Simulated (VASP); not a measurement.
# Ca2BPb (P4/mmm) in VASP: single point with PBE

Aim: the single point of Ca2BPb with PBE.

All numbers are computed with VASP 6.6.1; they aren't measurements. Logs are shortened: lines on timing, memory, paths and dates and some standing lists are left out, and cuts for length are marked.

## Step 1: The cell of the first run

It takes space group P4/mmm (No. 123, tetragonal). Conventional cell: a = 3.754 Å, b = 3.754 Å, c = 5.879 Å, α = 90.00°, β = 90.00°, γ = 90.00°. Ca (site symmetry 4mm) is surrounded by 1 B at 1.60 Å. Around B (site symmetry 4/mmm) lie 2 Ca at 1.60 Å. Pb (site symmetry 4/mmm) has 8 Ca at 2.98 Å as nearest neighbours.

The cell was built by a generator and needn't be a form met in nature.

## Step 2: Single point, PBE (random cell by space group and Wyckoff sites (P4/mmm, No. 123))

File INCAR:

```
SYSTEM = Ca2BPb
ALGO     = Normal         ! electronic algorithm
EDIFF    = 1E-7           ! SCF threshold, eV
ENCUT    = 520            ! plane-wave cutoff, eV
GGA      = PE             ! functional
ISIF     = 2              ! what is computed and relaxed
ISMEAR   = 0              ! smearing method
LASPH    = .True.         ! aspherical terms in the spheres
LCHARG   = .True.         ! write CHGCAR
LELF     = .True.         ! ELF
LREAL    = .False.        ! projectors in reciprocal space
LVHAR    = .True.       
LWAVE    = .False.        ! write WAVECAR
NBANDS   = 26             ! bands
NELM     = 100            ! most SCF steps
PREC     = Accurate       ! precision mode
SIGMA    = 0.1            ! smearing width, eV
```

File KPOINTS:

```
k-points
0
Gamma
  4 4 4
  0 0 0
```

File POSCAR:

```
Ca2BPb
1.0
    3.7544031400      0.0000000000      0.0000000000
    0.0000000000      3.7544031400      0.0000000000
    0.0000000000      0.0000000000      5.8789800200
Ca B Pb
2 1 1
Direct
    0.0000000000      0.0000000000      0.2715305300
    0.0000000000      0.0000000000      0.7284694700
    0.0000000000      0.0000000000      0.0000000000
    0.5000000000      0.5000000000      0.5000000000
```

Potentials or basis: VASP PAW PBE potentials, release 64 (Ca_sv, B, Pb_d).

Launch:

```
$ cat potpaw_PBE.64/Ca_sv/POTCAR potpaw_PBE.64/B/POTCAR potpaw_PBE.64/Pb_d/POTCAR > POTCAR
$ mpirun -np 1 vasp_std > vasp.out
```

OUTCAR:

```text
SYSTEM = Ca2BPb
   EDIFF = 1E-7
   ENCUT = 520
   GGA = PE
   ISIF = 2
   ISMEAR = 0
   LASPH = .True.
   LREAL = .False.
   NELM = 100
   PREC = Accurate

 ion  position               nearest neighbor table
   1  0.000  0.000  0.272-   3 1.60   2 2.69   4 2.98   4 2.98   4 2.98   4 2.98
   2  0.000  0.000  0.728-   3 1.60   1 2.69   4 2.98   4 2.98   4 2.98   4 2.98
   3  0.000  0.000  0.000-   1 1.60   2 1.60
   4  0.500  0.500  0.500-   1 2.98   2 2.98   1 2.98   2 2.98   1 2.98   2 2.98   1 2.98   2 2.98

  LATTYP: Found a simple tetragonal cell.
 ALAT       =     3.7544031400
 C/A-ratio  =     1.5658893840

  Lattice vectors:

 A1 = (   3.7544031400,   0.0000000000,   0.0000000000)
 A2 = (   0.0000000000,   3.7544031400,   0.0000000000)
 A3 = (   0.0000000000,   0.0000000000,   5.8789800200)

Analysis of symmetry for initial positions (statically):
=====================================================================
 Subroutine PRICEL returns:
 Original cell was already a primitive cell.

 Routine SETGRP: Setting up the symmetry group for a
 simple tetragonal supercell.

 Subroutine GETGRP returns: Found 16 space group operations
 (whereof 16 operations were pure point group operations)
 out of a pool of 16 trial point group operations.

The static configuration has the point symmetry D_4h.

Analysis of symmetry for dynamics (positions and initial velocities):
=====================================================================
 Subroutine PRICEL returns:
 Original cell was already a primitive cell.

 Routine SETGRP: Setting up the symmetry group for a
 simple tetragonal supercell.

 Subroutine GETGRP returns: Found 16 space group operations
 (whereof 16 operations were pure point group operations)
 out of a pool of 16 trial point group operations.

The dynamic configuration has the point symmetry D_4h.

 Subroutine INISYM returns: Found 16 space group operations
 (whereof 16 operations are pure point group operations),
 and found     1 'primitive' translations

----------------------------------------------------------------------------------------

                                     Primitive cell

  volume of cell :      82.8674

  direct lattice vectors                    reciprocal lattice vectors
     3.754403140  0.000000000  0.000000000     0.266353922  0.000000000  0.000000000
     0.000000000  3.754403140  0.000000000     0.000000000  0.266353922  0.000000000
     0.000000000  0.000000000  5.878980020     0.000000000  0.000000000  0.170097533

  length of vectors
     3.754403140  3.754403140  5.878980020     0.266353922  0.266353922  0.170097533

  position of ions in fractional coordinates (direct lattice)
     0.000000000  0.000000000  0.271530530
     0.000000000  0.000000000  0.728469470
     0.000000000  0.000000000  0.000000000
     0.500000000  0.500000000  0.500000000

  ion indices of the primitive-cell ions
   primitive index   ion index
                 1           1
                 2           2
                 3           3
                 4           4

----------------------------------------------------------------------------------------

 KPOINTS: k-points

Automatic generation of k-mesh.
 Grid dimensions read from file:
 generate k-points for:    4    4    4

 Generating k-lattice:

  Cartesian coordinates                     Fractional coordinates (reciprocal lattice)
     0.066588480  0.000000000  0.000000000     0.250000000  0.000000000  0.000000000
     0.000000000  0.066588480  0.000000000     0.000000000  0.250000000  0.000000000
     0.000000000  0.000000000  0.042524383     0.000000000  0.000000000  0.250000000

  Length of vectors
     0.066588480  0.066588480  0.042524383

  Shift w.r.t. Gamma in fractional coordinates (k-lattice)
     0.000000000  0.000000000  0.000000000

 Subroutine IBZKPT returns following result:
 ===========================================

 Found     18 irreducible k-points:

 Following reciprocal coordinates:
            Coordinates               Weight
  0.000000  0.000000  0.000000      1.000000
  0.250000  0.000000  0.000000      4.000000
  0.500000  0.000000  0.000000      2.000000
  0.250000  0.250000  0.000000      4.000000
  0.500000  0.250000  0.000000      4.000000
  0.500000  0.500000  0.000000      1.000000
[... 10 lines left out ...]
  0.500000  0.250000  0.500000      4.000000
  0.500000  0.500000  0.500000      1.000000
   k-points           NKPTS =     18   k-points in BZ     NKDIM =     18   number of bands    NBANDS=     26
   number of dos      NEDOS =    301   number of ions     NIONS =      4
   total plane-waves  NPLWV =  37632
   dimension x,y,z NGX =    28 NGY =   28 NGZ =   48
   dimension x,y,z NGXF=    56 NGYF=   56 NGZF=   96
   ions per type =               2   1   1
   NGX,Y,Z   is equivalent  to a cutoff of  12.40, 12.40, 13.57 a.u.
   NGXF,Y,Z  is equivalent  to a cutoff of  24.80, 24.80, 27.15 a.u.
 SYSTEM =  Ca2BPb
   PREC   = accura    normal or accurate (medium, high low for compatibility)
   ISTART =      0    job   : 0-new  1-cont  2-samecut
   ICHARG =      2    charge: 1-file 2-atom 10-const
   ISPIN  =      1    spin polarized calculation?
   LNONCOLLINEAR =      F non collinear calculations
   LSORBIT =      F    spin-orbit coupling
   LASPH  =      T    aspherical Exc in radial PAW
   ENCUT  =  520.0 eV  38.22 Ry    6.18 a.u.   6.98  6.98 10.93*2*pi/ulx,y,z
   NELM   =    100;   NELMIN=  2; NELMDL= -5     # of ELM steps
   EDIFF  = 0.1E-06   stopping-criterion for ELM
   LREAL  =      F    real-space projection
   EDIFFG = 0.1E-05   stopping-criterion for IOM
   NSW    =      0    number of steps for IOM
   IBRION =     -1    ionic relax: 0-MD 1-quasi-New 2-CG
   NFREE  =      0    steps in history (QN), initial steepest desc. (CG)
   ISIF   =      2    stress and relaxation
   ISYM   =      2    0-nonsym 1-usesym 2-fastsym
   POTIM  = 0.5000    time-step for ionic-motion
   TEBEG  =    0.0;   TEEND  =   0.0 temperature during run
   PSTRESS=    0.0 pullay stress
   NELECT =      37.0000    total number of electrons
   NUPDOWN=      -1.0000    fix difference up-down
   EMIN   =  10.00;   EMAX   =-10.00  energy-range for DOS
   EFERMI =   0.00;   METHOD = LEGACY
   ISMEAR =     0;   SIGMA  =   0.10  broadening in eV -4-tet -1-fermi 0-gaus
   EFERMI_NEDOS =   21; number of points for ismear=-14 and -15
   IALGO  =     38    algorithm
   IMIX   =      4    mixing-type and parameters
     AMIX     =   0.40;   BMIX     =  1.00
     AMIX_MAG =   1.60;   BMIX_MAG =  1.00
  volume/ion in A,a.u.               =      20.72       139.80
  Fermi-wavevector in a.u.,A,eV,Ry     =   1.251260  2.364538 21.301975  1.565651
  Thomas-Fermi vector in A             =   2.385216
   LORBIT       =      0    0 simple, 1 ext, 2 COOP (PROOUT), +10 PAW based schemes
   GGA     = PE    functional components
   LHFCALC =     F    Hartree Fock is set to
   AEXX    =    0.0000 exact exchange contribution
   IVDW    =     0    specifies the selected vdW correction
   LEPSILON=     F    determine dielectric tensor
   LRPA    =     F    only Hartree local field effects (RPA)
 non-spin polarized calculation
 Gauss-broadening in eV      SIGMA  =   0.10
  energy-cutoff  :      520.00
  volume of cell :       82.87
 maximum number of plane-waves:      2248
 NGX is ok and might be reduce to    28
   NGX = 13   NGY = 13   NGZ = 21

 number of electron      37.0000001 magnetization

 Free energy of the ion-electron system (eV)
  ---------------------------------------------------
  ext. energy  EPLUGINS =         0.00000000
  ---------------------------------------------------
  free energy    TOTEN  =        -0.28603805 eV

  energy without entropy =       -0.24889567  energy(sigma->0) =       -0.26746686

 E-fermi :   4.4168     XC(G=0):  -9.8867

 val. band max:        4.3892328090   @ k =   0.2500   0.0000   0.5000
 cond. band min:       4.4446088256   @ k =   0.2500   0.2500   0.2500
 fundamental gap:      0.0553760166
 Fermi energy:         4.4168215854

 k-point     1 :       0.0000    0.0000    0.0000
  band No.  band energies     occupation
      1     -35.3898      2.00000
      2     -35.2536      2.00000
      3     -18.1270      2.00000
      4     -17.1878      2.00000
      5     -16.2128      2.00000
      6     -16.2128      2.00000
[... 18 lines left out ...]
     25       9.8254      0.00000
     26      10.2877      0.00000

 k-point     2 :       0.2500    0.0000    0.0000
  band No.  band energies     occupation
      1     -35.3841      2.00000
      2     -35.2496      2.00000
      3     -18.1040      2.00000
      4     -17.1868      2.00000
      5     -16.3198      2.00000
      6     -16.2276      2.00000
[... 18 lines left out ...]
     25       9.9043      0.00000
     26      10.2395      0.00000

 k-point     3 :       0.5000    0.0000    0.0000
  band No.  band energies     occupation
      1     -35.3784      2.00000
      2     -35.2455      2.00000
      3     -18.0806      2.00000
      4     -17.1858      2.00000
      5     -16.4240      2.00000
      6     -16.2423      2.00000
[... 18 lines left out ...]
     25       9.9041      0.00000
     26      10.3549      0.00000

 k-point     4 :       0.2500    0.2500    0.0000
  band No.  band energies     occupation
      1     -35.3790      2.00000
      2     -35.2454      2.00000
      3     -18.0927      2.00000
      4     -17.1830      2.00000
      5     -16.3311      2.00000
      6     -16.2893      2.00000
[... 18 lines left out ...]
     25       9.6903      0.00000
     26      10.2525      0.00000
[... 322 lines left out ...]
      1     -35.3967      2.00000
      2     -35.2271      2.00000
      3     -18.0760      2.00000
      4     -17.2121      2.00000
      5     -16.2487      2.00000
      6     -16.2062      2.00000
[... 18 lines left out ...]
     25       8.5294      0.00000
     26      10.9042      0.00000

 k-point    17 :       0.5000    0.2500    0.5000
  band No.  band energies     occupation
      1     -35.3919      2.00000
      2     -35.2226      2.00000
      3     -18.0671      2.00000
      4     -17.2051      2.00000
      5     -16.3047      2.00000
      6     -16.2189      2.00000
[... 18 lines left out ...]
     25       9.7722      0.00000
     26      10.5495      0.00000

 k-point    18 :       0.5000    0.5000    0.5000
  band No.  band energies     occupation
      1     -35.3876      2.00000
      2     -35.2180      2.00000
      3     -18.0706      2.00000
      4     -17.1954      2.00000
      5     -16.2723      2.00000
      6     -16.2723      2.00000
[... 18 lines left out ...]
     25      10.6566      0.00000
     26      10.7171      0.00000

------------------------ aborting loop because EDIFF is reached ----------------------------------------

  FORCE on cell =-STRESS in cart. coord.  units (eV):
  Direction    XX          YY          ZZ          XY          YZ          ZX
  --------------------------------------------------------------------------------------
  -------------------------------------------------------------------------------------
  Total        8.2318793      8.2318793     50.9785835      0.0000000     -0.0000000     -0.0000000
  in kB      159.1570136    159.1570136    985.6314519      0.0000000     -0.0000000     -0.0000000
  external PRESSURE =     434.6484930 kB  Pullay stress =       0.0000000 kB

 VOLUME and BASIS-vectors are now :
 -----------------------------------------------------------------------------
  energy-cutoff  :      520.00
  volume of cell :       82.87
      direct lattice vectors                 reciprocal lattice vectors
     3.754403140  0.000000000  0.000000000     0.266353922  0.000000000  0.000000000
     0.000000000  3.754403140  0.000000000     0.000000000  0.266353922  0.000000000
     0.000000000  0.000000000  5.878980020     0.000000000  0.000000000  0.170097533

 POSITION                                       TOTAL-FORCE (eV/Angst)
 -----------------------------------------------------------------------------------
      0.00000      0.00000      1.59632         0.000000     -0.000000     11.308788
      0.00000      0.00000      4.28266        -0.000000      0.000000    -11.308788
      0.00000      0.00000      0.00000         0.000000     -0.000000      0.000000
      1.87720      1.87720      2.93949         0.000000     -0.000000      0.000000
 -----------------------------------------------------------------------------------
    total drift:                                0.000000      0.000000      0.000000

  FREE ENERGIE OF THE ION-ELECTRON SYSTEM (eV)
  ---------------------------------------------------
  free  energy   TOTEN  =        -0.2860380478 eV

  energy  without entropy=       -0.2488956741  energy(sigma->0) =       -0.26746686
```

Run time: 64 s. Hardware: 1 thread of AMD EPYC 7R43 (Zen 3), shared host; peak memory 0.17 GiB.

What came out:

| Property | Result |
| --- | --- |
| Free energy | -0.2860 eV |
| Pressure | 43.5 GPa |
| Largest force | 11.309 eV/Å |
| Band gap on the k mesh | none (metal or under the smearing width) |

Forces in eV/Å, atoms in the order of the input:
```
Ca    0.000   0.000  11.309
Ca    0.000   0.000 -11.309
B     0.000   0.000   0.000
Pb    0.000   0.000   0.000
```

Stress tensor (GPa, compression positive):
```
15.92  0.00  0.00
 0.00 15.92  0.00
 0.00  0.00 98.56
```

Caveat: the k mesh is coarse (spacing up to 0.42 Å⁻¹), so the values aren't converged; a pressure of tens of GPa on the cell as given is suspect, and the run, the potentials or the cell itself is likely at fault; forces of over 1 eV/Å show positions far from the minimum, so gaps and moduli don't describe the material at rest. The run has no spin-orbit coupling, so splittings on Pb are missing.
